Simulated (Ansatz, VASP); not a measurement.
# CdGeAs2 in two plane-wave programs

One calculation is typed for both programs; each brings its own data sets and cutoff. How far apart do they land? The cell is taken from a series of VASP runs on this material, whose earlier steps may have relaxed, scaled or displaced it; both programs get it as it stands.

Main program and level: Ansatz 0.2.0; plane waves, with VASP 6.6.1 beside it; relaxation of cell and atoms at RPBE with D3(BJ).

## (1) The starting structure

Symmetry: I-42d, No. 122, tetragonal system. Conventional cell: a = 5.821 Å, b = 5.821 Å, c = 10.809 Å, α = 90.00°, β = 90.00°, γ = 90.00°. Nearest to Cd lie 4 As at 2.55 Å. Nearest to As lie 2 Ge at 2.38 Å and 2 Cd at 2.55 Å. Nearest to Ge lie 4 As at 2.38 Å. Farther neighbours are not listed.

Structure file:

```xyz
8
Lattice="-2.9103 2.9103 5.4044 2.9103 -2.9103 5.4044 2.9103 2.9103 -5.4044" Properties=species:S:1:pos:R:3 pbc="T T T"
Cd    0.0000    0.0000    5.4044
Cd    2.9103    0.0000    2.7022
As    1.4551    1.3038   -1.3511
As    1.6065   -1.4551    6.7554
As    1.4551    1.6065    4.0533
As    1.3038    4.3654    1.3511
Ge    0.0000    2.9103    2.7022
Ge    0.0000    0.0000    0.0000
```

## (2) VASP: relaxation of cell and atoms, RPBE with D3(BJ)

The relaxed volume is the usual yardstick between codes: its relative difference is about their pressure difference at one cell divided by the bulk modulus.

Lines of VASP's logs that name or quote its potential files are left out, and so is its time.

INCAR

```
SYSTEM = CdGeAs2
PREC = Accurate
ENCUT = 410
EDIFF = 1E-06
NELM = 100
ISMEAR = -1
SIGMA = 0.05
LREAL = .FALSE.
ALGO = Normal
GGA = RP
IVDW = 12
NBANDS = 44
LORBIT = 11
LWAVE = .FALSE.
LCHARG = .FALSE.
KPAR = 4
IBRION = 2
NSW = 60
ISIF = 3
EDIFFG = -0.01
```

POSCAR

```
CdGeAs2
1.0
   -2.9102556697      2.9102556697      5.4043501415
    2.9102556697     -2.9102556697      5.4043501415
    2.9102556697      2.9102556697     -5.4043501415
Cd As Ge
2 4 2
Direct
    0.5000000000      0.5000000000      0.0000000000
    0.2500000000      0.7500000000      0.5000000000
    0.0989998284      0.1250000000      0.4739998284
    0.3750000000      0.9010001716      0.0260001716
    0.6510001716      0.6250000000      0.5260001716
    0.8750000000      0.3489998284      0.9739998284
    0.7500000000      0.2500000000      0.5000000000
    0.0000000000      0.0000000000      0.0000000000
```

KPOINTS

```
Automatic mesh
0
Gamma
5 5 5
0 0 0
```

PAW data sets: Cd, As and Ge_d (PBE family, release 64).

Launch:

```sh
$ mpirun -np 4 vasp_std
```

Numbers of over 12 decimals in the logs are rounded to 6 here.

Output:

```text
[banner, memory and clock lines left out]
running    4 mpi-ranks, on    1 nodes
 distrk:  each k-point on    1 cores,    4 groups
 distr:  one band on    1 cores,    1 groups

 POSCAR found type information on POSCAR CdAsGe
 POSCAR found :  3 types and       8 ions
|                                                                             |
|               ----> ADVICE to this user running VASP <----                  |
|                                                                             |
|     You enforced a specific xc type in the INCAR file but a different       |
|     [... a line on the potential file left out ...]
|     I HOPE YOU KNOW WHAT YOU ARE DOING!                                     |
|                                                                             |

 LDA part: xc-table for (Slater+PW92), standard interpolation
 POSCAR, INCAR and KPOINTS ok, starting setup
 FFT: planning ... GRIDC
 FFT: planning ... GRID_SOFT
 FFT: planning ... GRID
 WAVECAR not read
 entering main loop
       N       E                     dE             d eps       ncg     rms          rms(c)
DAV:   1     0.653117229440E+03    0.65312E+03   -0.29622E+04  2044   0.246E+03
DAV:   2     0.744689172832E+02   -0.57865E+03   -0.56034E+03  1600   0.773E+02
DAV:   3    -0.215852265037E+02   -0.96054E+02   -0.94859E+02  1800   0.172E+02
DAV:   4    -0.268843600538E+02   -0.52991E+01   -0.52792E+01  1884   0.474E+01
DAV:   5    -0.269881207490E+02   -0.10376E+00   -0.10369E+00  1804   0.680E+00    0.108E+01
DAV:   6    -0.261869050689E+02    0.80122E+00   -0.16994E+00  1804   0.111E+01    0.820E+00
DAV:   7    -0.261111980263E+02    0.75707E-01   -0.10037E+00  1912   0.421E+00    0.277E+00
DAV:   8    -0.261158277071E+02   -0.46297E-02   -0.14246E-01  1700   0.317E+00    0.719E-01
DAV:   9    -0.261179277641E+02   -0.21001E-02   -0.19280E-02  1832   0.141E+00    0.197E-01
DAV:  10    -0.261183410492E+02   -0.41329E-03   -0.44076E-03  1804   0.526E-01    0.675E-02
DAV:  11    -0.261188123278E+02   -0.47128E-03   -0.17070E-03  1768   0.223E-01    0.693E-02
DAV:  12    -0.261187381098E+02    0.74218E-04   -0.37989E-04  1648   0.180E-01    0.230E-02
DAV:  13    -0.261187610547E+02   -0.22945E-04   -0.56366E-05  1712   0.486E-02    0.252E-02
DAV:  14    -0.261187547245E+02    0.63302E-05   -0.36514E-05  1704   0.584E-02    0.186E-03
DAV:  15    -0.261187551228E+02   -0.39833E-06   -0.50023E-06  1592   0.102E-02
   1 F= -.38331408E+02 E0= -.38331269E+02  d E =-.383314E+02
 curvature:   0.00 expect dE= 0.000E+00 dE for cont linesearch  0.000E+00
 trial: gam= 0.00000 g(F)=  0.823E-06 g(S)=  0.479E-03 ort = 0.000E+00 (trialstep = 0.100E+01)
 search vector abs. value=  0.480E-03
 bond charge predicted
       N       E                     dE             d eps       ncg     rms          rms(c)
DAV:   1    -0.260840793789E+02    0.34675E-01   -0.96739E-02  1908   0.335E+00    0.497E-01
DAV:   2    -0.260798001785E+02    0.42792E-02   -0.10200E-02  1864   0.120E+00    0.204E-01
DAV:   3    -0.260790334481E+02    0.76673E-03   -0.15329E-03  1880   0.364E-01    0.148E-01
DAV:   4    -0.260788860115E+02    0.14744E-03   -0.34767E-04  1836   0.145E-01    0.375E-02
DAV:   5    -0.260788711511E+02    0.14860E-04   -0.91087E-05  1852   0.988E-02    0.152E-02
DAV:   6    -0.260788738038E+02   -0.26528E-05   -0.18232E-05  1844   0.279E-02    0.601E-03
DAV:   7    -0.260788732240E+02    0.57981E-06   -0.18584E-06   952   0.127E-02
   2 F= -.38331577E+02 E0= -.38331455E+02  d E =-.169102E-03
 trial-energy change:   -0.000169  1 .order   -0.000121   -0.000480    0.000238
 step:   0.7451(harm=  0.6689)  dis= 0.00007  next Energy=   -38.331606 (dE=-0.199E-03)
 bond charge predicted
       N       E                     dE             d eps       ncg     rms          rms(c)
DAV:   1    -0.260894713620E+02   -0.10598E-01   -0.62780E-03  1920   0.855E-01    0.130E-01
DAV:   2    -0.260891945100E+02    0.27685E-03   -0.66933E-04  1864   0.308E-01    0.515E-02
DAV:   3    -0.260891418779E+02    0.52632E-04   -0.10090E-04  1880   0.930E-02    0.375E-02
DAV:   4    -0.260891245867E+02    0.17291E-04   -0.22466E-05  1836   0.367E-02    0.944E-03
DAV:   5    -0.260891237899E+02    0.79675E-06   -0.56483E-06  1432   0.247E-02
   3 F= -.38331601E+02 E0= -.38331475E+02  d E =-.193423E-03
 curvature:  -0.32 expect dE=-0.997E-05 dE for cont linesearch -0.360E-05
 trial: gam=-0.08826 g(F)=  0.292E-07 g(S)=  0.314E-04 ort = 0.738E-04 (trialstep = 0.949E+00)
 search vector abs. value=  0.222E-04
 reached required accuracy - stopping structural energy minimisation
```

Parts of OUTCAR (step 2):

```text
ion  position               nearest neighbor table
   1  0.500  0.500  0.000-   5 2.55   4 2.55   6 2.55   3 2.55
   2  0.250  0.750  0.500-   4 2.55   5 2.55   3 2.55   6 2.55
   3  0.099  0.125  0.474-   7 2.38   8 2.38   1 2.55   2 2.55
   4  0.375  0.901  0.026-   7 2.38   8 2.38   1 2.55   2 2.55
   5  0.651  0.625  0.526-   8 2.38   7 2.38   2 2.55   1 2.55
   6  0.875  0.349  0.974-   7 2.38   8 2.38   2 2.55   1 2.55
   7  0.750  0.250  0.500-   4 2.38   3 2.38   5 2.38   6 2.38
   8  0.000  0.000  0.000-   5 2.38   4 2.38   3 2.38   6 2.38

  LATTYP: Found a body centered tetragonal cell.
 ALAT       =     5.8205113394
 C/A-ratio  =     1.8570018427

 Subroutine GETGRP returns: Found  8 space group operations
 (whereof  4 operations were pure point group operations)

The static configuration has the point symmetry S_4 .
 The point group associated with its full space group is D_2d.

 Found     18 irreducible k-points:

   k-points           NKPTS =     18   k-points in BZ     NKDIM =     18   number of bands    NBANDS=     44

   dimension x,y,z NGX =    48 NGY =   48 NGZ =   48
   dimension x,y,z NGXF=    96 NGYF=   96 NGZF=   96

   ENCUT  =  410.0 eV  30.13 Ry    5.49 a.u.  11.22 11.22 11.22*2*pi/ulx,y,z

   NELECT =      72.0000    total number of electrons

 k-points in reciprocal lattice and weights: Automatic mesh
   0.00000000  0.00000000  0.00000000       0.008
   0.20000000 -0.00000000  0.00000000       0.064
   0.40000000 -0.00000000  0.00000000       0.064
   0.20000000  0.20000000  0.00000000       0.064
   0.40000000  0.20000000  0.00000000       0.128
  -0.40000000  0.20000000 -0.00000000       0.128
  -0.20000000  0.20000000  0.00000000       0.032
   0.40000000  0.40000000  0.00000000       0.064
  -0.40000000  0.40000000  0.00000000       0.032
[...]
-0.40000000  0.40000000  0.40000000       0.032
  -0.40000000 -0.40000000  0.40000000       0.016

 Edisp (eV)  -12.25270

 average (electrostatic) potential at core
       1 -37.9373       2 -37.9373       3 -50.6398       4 -50.6398       5 -50.6398
       6 -50.6398       7 -75.8985       8 -75.8985

 E-fermi :   4.3166

 k-point     1 :       0.0000    0.0000    0.0000
  band No.  band energies     occupation
    ...
     32       1.4741      2.00000
     33       1.4741      2.00000
     34       3.8272      1.99989
     35       3.8272      1.99989
     36       4.1515      1.92897
     37       4.4807      0.07232
     38       5.1552      0.00000
     39       5.6460      0.00000
     40       7.0619      0.00000
     41       7.0619      0.00000
    ...

 k-point     2 :       0.2000   -0.0000    0.0000
  band No.  band energies     occupation
    ...
     32       1.5038      2.00000
     33       1.7467      2.00000
     34       2.2712      2.00000
     35       3.3219      2.00000
     36       3.8339      1.99987
     37       5.6656      0.00000
     38       5.8153      0.00000
     39       6.2885      0.00000
     40       6.7559      0.00000
     41       7.1076      0.00000
    ...

 k-point     3 :       0.4000   -0.0000    0.0000
  band No.  band energies     occupation
    ...
     32       1.1695      2.00000
     33       1.5547      2.00000
     34       2.4294      2.00000
     35       2.6120      2.00000
     36       3.3713      2.00000
     37       6.0286      0.00000
     38       6.2262      0.00000
     39       6.8144      0.00000
     40       7.5194      0.00000
     41       7.5397      0.00000
    ...

 Edisp (eV)  -12.24248

  Total       0.00852     0.00852    -0.07120     0.00000     0.00000     0.00000
  in kB       0.07474     0.07474    -0.62440     0.00000     0.00000     0.00000
  external pressure =       -0.16 kB  Pullay stress =        0.00 kB

  energy-cutoff  :      410.00
  volume of cell :      182.70
      direct lattice vectors                 reciprocal lattice vectors
    -2.908461799  2.908461799  5.399386617     0.000000000  0.171912177  0.092603111
     2.908461799 -2.908461799  5.399386617     0.171912177  0.000000000  0.092603111
     2.908461799  2.908461799 -5.399386617     0.171912177  0.171912177  0.000000000

 POSITION                                       TOTAL-FORCE (eV/Angst)
 -----------------------------------------------------------------------------------
      0.00000      0.00000      5.39939         0.000000      0.000000     -0.000000
      2.90846      0.00000      2.69969        -0.000000      0.000000     -0.000000
      1.45423      1.30292     -1.34985         0.000000     -0.000389     -0.000000
      1.60555     -1.45423      6.74923         0.000389      0.000000      0.000000
      1.45423      1.60555      4.04954         0.000000      0.000389      0.000000
      1.30292      4.36269      1.34985        -0.000389      0.000000     -0.000000
      0.00000      2.90846      2.69969        -0.000000      0.000000      0.000000
     -0.00000      0.00000      0.00000        -0.000000      0.000000     -0.000000
 -----------------------------------------------------------------------------------
    total drift:                               -0.000003     -0.000003      0.000002

  FREE ENERGIE OF THE ION-ELECTRON SYSTEM (eV)
  ---------------------------------------------------
  free  energy   TOTEN  =       -38.3316012866 eV

  energy  without entropy=      -38.3313484234  energy(sigma->0) =      -38.33147486

 reached required accuracy - stopping structural energy minimisation

 total charge
# of ion       s       p       d       tot
------------------------------------------
    1        0.508   0.421   9.512  10.441
    2        0.508   0.421   9.512  10.441
    3        1.217   1.607   0.040   2.864
    4        1.217   1.607   0.040   2.864
    5        1.217   1.607   0.040   2.864
    6        1.217   1.607   0.040   2.864
    7        1.122   1.251  10.083  12.456
    8        1.122   1.251  10.083  12.456
--------------------------------------------------
tot          8.128   9.774  39.349  57.251

[... 3 further parts left out ...]
```

CONTCAR:

```
CdGeAs2
   1.00000000000000
    -2.9084617992871706    2.9084617992871706    5.3993866172940965
     2.9084617992871706   -2.9084617992871706    5.3993866172940965
     2.9084617992871706    2.9084617992871706   -5.3993866172940965
  Cd              As              Ge
     2     4     2
Direct
     0.5000000000000000    0.5000000000000000    0.0000000000000000
     0.2500000000000000    0.7500000000000000    0.5000000000000000
     0.0989870786489557    0.1250000000000000    0.4739870786489557
     0.3750000000000000    0.9010129213510444    0.0260129213510443
     0.6510129213510444    0.6250000000000000    0.5260129213510444
     0.8750000000000000    0.3489870786489557    0.9739870786489556
     0.7500000000000000    0.2500000000000000    0.5000000000000000
     0.0000000000000000    0.0000000000000000    0.0000000000000000
```

The run keeps the 8 symmetry operations of its start, so it cannot find a distortion of lower symmetry.

[end of part 1 of 2]

[Lines on the potential files, build, host, timing and source positions are cut from VASP's logs without a mark.]

[Logs are printed without paths, hosts, clocks, repeated set-up lines and the standing remarks that a program may print on its own settings, such as how far it seeks lower states.]

[Hosts, paths, dates, database ids (printed as entryN), source tags and the programs' standing remarks are cut or masked in the printed files.]
